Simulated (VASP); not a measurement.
Consider the following.

```xyz
4
Lattice="3.6342 0.0000 0.0000 0.0000 3.6342 0.0000 0.0000 0.0000 3.6342" Properties=species:S:1:pos:R:3 pbc="T T T"
Al     0.0000     0.0000     0.0000
Ni     0.0000     1.8171     1.8171
Ni     1.8171     0.0000     1.8171
Ni     1.8171     1.8171     0.0000
```
Starting moments (μB, in the order of the record's atoms Al Ni Ni Ni): 0.0 0.3 0.3 0.3.

Computed with RPBE GGA, VASP's PBE PAW potentials (set 64) (plane waves; VASP). Numerical set-up: 520 eV cut-off, 9×9×9 Γ-centred mesh, first-order Methfessel-Paxton smearing of 0.10 eV, potentials Al Ni.

Question: Give the stress tensor in GPa (positive for a compressed cell).

Answer: 
```
-4.58   0.00   0.00
 0.00  -4.58   0.00
 0.00   0.00  -4.58
```
The pressure is its mean diagonal, -4.58 GPa.

The compound is Ni3Al in the L1_2 structure. This cell is one point of a volume scan, at 1.03 of the reference volume.
